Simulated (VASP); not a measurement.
Write the native input for VASP 6.6.1 that does the following.

```yaml
Task: single point
Functional: RPBE
Potentials_or_basis: VASP PAW PBE potentials, release 64 (Cl)
Cutoff: 400 eV
k_mesh: 1 × 1 × 1
Occupations: gaussian, width 0.01 eV
Spin: no spin polarisation
Further_INCAR_settings: ALGO = Fast; EDIFF = 1e-06; ISYM = 0
```

The structure of Cl2 lies in POSCAR:

```
Cl                                      
1.0
   12.2435518912      0.0000000000      0.0000000000
    0.0000000000     12.7435518912      0.0000000000
    0.0000000000      0.0000000000     13.2435518912
  Cl            
     2
Selective dynamics
Direct
     0.5070694910999975    0.4647347348999986    0.5658264453999990   F   F   F
     0.4930923196144288    0.5422085986833837    0.4356922929697721   T   T   T
```

One way to write it, as run:

INCAR

```
SYSTEM = Cl
  PREC = Accurate
  ENCUT = 400
  EDIFF = 1E-6
  ISMEAR = 0
  SIGMA = 0.01
  LREAL = .FALSE.
  LASPH = .TRUE.
  NELM = 80
  ALGO = Fast
  ISIF = 2
  LWAVE = .FALSE.
  LCHARG = .FALSE.
  GGA = RP
  ISYM = 0
```

KPOINTS

```
regular mesh
0
G
  1 1 1
  0 0 0
```

Potentials or basis: VASP PAW PBE potentials, release 64 (Cl).

Launch:

```bash
$ cat potpaw_PBE.64/Cl/POTCAR > POTCAR
$ mpirun -np 4 vasp_gam > vasp.out
```

Results of the run:

The largest force is 0.150 eV/Å and the gap between the frontier levels is 3.10 eV.

Caveat: the PAW data sets were made with another functional, which shifts forces and pressure a little.

Wall time 16 s on 4 MPI ranks on Intel(R) Xeon(R) Platinum 8488C (Sapphire Rapids) (shared host), peak memory 0.39 GiB a rank.
